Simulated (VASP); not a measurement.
Calculation: rev-vdW-DF2, VASP's PBE PAW potentials (set 64) (plane waves; VASP).

The input files of a VASP run:

**POSCAR**
```
Y
1.0
  1.8097685057  -3.1346112711   0.0000000000
  1.8097685057   3.1346112711   0.0000000000
  0.0000000000   0.0000000000   5.5755257832
Y
2
Cartesian
  1.8097685057   1.0448725134   1.3938814458
  1.8097685057  -1.0448725134   4.1816443374
```

INCAR:
```
SYSTEM = Y
PREC = Accurate; ENCUT = 520; LREAL = F
LASPH = T
EDIFF = 1E-7; NELM = 100; ALGO = Normal
LMAXMIX = 4
ISMEAR = -5
GGA = MK; LUSE_VDW = T; AGGAC = 0.0
PARAM1 = 0.1234568; PARAM2 = 0.7114; ZAB_VDW = -1.8867
ISIF = 2
LWAVE = F; LCHARG = T; LORBIT = 11
NEDOS = 601
```

### KPOINTS
```
Automatic mesh
0
Gamma
13 13 8
0 0 0
```

POTCAR, in this order: Y_sv (PBE.64 set). Program: vasp_std.

The run wrote:

### OSZICAR
```
       N       E                     dE             d eps       ncg     rms          rms(c)
DAV:   1     0.929137531296E+02    0.92914E+02   -0.11685E+04  3150   0.140E+03
DAV:   2    -0.145753687032E+01   -0.94371E+02   -0.93513E+02  3941   0.289E+02
DAV:   3    -0.877505432655E+01   -0.73175E+01   -0.72778E+01  6014   0.479E+01
DAV:   4    -0.891008902337E+01   -0.13503E+00   -0.13501E+00  3549   0.747E+00
DAV:   5    -0.891385928658E+01   -0.37703E-02   -0.37723E-02  4677   0.921E-01    0.340E+01
DAV:   6    -0.861514362035E+01    0.29872E+00   -0.39846E-01  3164   0.457E+00    0.210E+01
DAV:   7    -0.857058639318E+01    0.44557E-01   -0.75716E-01  3851   0.585E+00    0.180E+00
DAV:   8    -0.856129867338E+01    0.92877E-02   -0.16024E-01  3836   0.261E+00    0.119E+00
DAV:   9    -0.856035749411E+01    0.94118E-03   -0.35714E-03  4490   0.434E-01    0.348E-01
DAV:  10    -0.856044279848E+01   -0.85304E-04   -0.16255E-03  3309   0.421E-01    0.325E-01
DAV:  11    -0.856038847457E+01    0.54324E-04   -0.11808E-04  3807   0.107E-01    0.425E-02
DAV:  12    -0.856038708197E+01    0.13926E-05   -0.20667E-05  3657   0.458E-02    0.149E-02
DAV:  13    -0.856038737095E+01   -0.28898E-06   -0.31803E-06  3493   0.186E-02    0.812E-04
DAV:  14    -0.856038744767E+01   -0.76720E-07   -0.13020E-07  2924   0.256E-03
   1 F= -.85603874E+01 E0= -.85603874E+01  d E =0.000000E+00
```

**OUTCAR**
```
------------------------ aborting loop because EDIFF is reached ----------------------------------------
  FORCE on cell =-STRESS in cart. coord.  units (eV):
  Direction    XX          YY          ZZ          XY          YZ          ZX
  --------------------------------------------------------------------------------------
  Total        0.0096848      0.0096848      0.1481353      0.0000000      0.0000000      0.0000000
  in kB        0.2452905      0.2452905      3.7518594      0.0000000      0.0000000      0.0000000
  external PRESSURE =       1.4141468 kB  Pullay stress =       0.0000000 kB
  volume of cell :       63.26
      direct lattice vectors                 reciprocal lattice vectors
     1.809768506 -3.134611271  0.000000000     0.276278429 -0.159509412  0.000000000
     1.809768506  3.134611271  0.000000000     0.276278429  0.159509412  0.000000000
     0.000000000  0.000000000  5.575525783     0.000000000  0.000000000  0.179355282
 POSITION                                       TOTAL-FORCE (eV/Angst)
 -----------------------------------------------------------------------------------
      1.80977      1.04487      1.39388         0.000000     -0.000000      0.000000
      1.80977     -1.04487      4.18164        -0.000000      0.000000      0.000000
 -----------------------------------------------------------------------------------
    total drift:                               -0.000064      0.000515     -0.000010
  FREE ENERGIE OF THE ION-ELECTRON SYSTEM (eV)
  ---------------------------------------------------
  free  energy   TOTEN  =        -8.5603874477 eV

  energy  without entropy=       -8.5603874477  energy(sigma->0) =       -8.56038745

 total charge

# of ion       s       p       d       f       tot
--------------------------------------------------
    1        2.288   6.229   0.962   0.007   9.486
    2        2.288   6.229   0.962   0.007   9.486
--------------------------------------------------
tot          4.577  12.458   1.923   0.015  18.972
```
(Selected blocks of OUTCAR.)

For a metal the tetrahedron method with Blöchl corrections gives inexact stress and forces.

The compound is Y in the hcp structure. It was relaxed first.
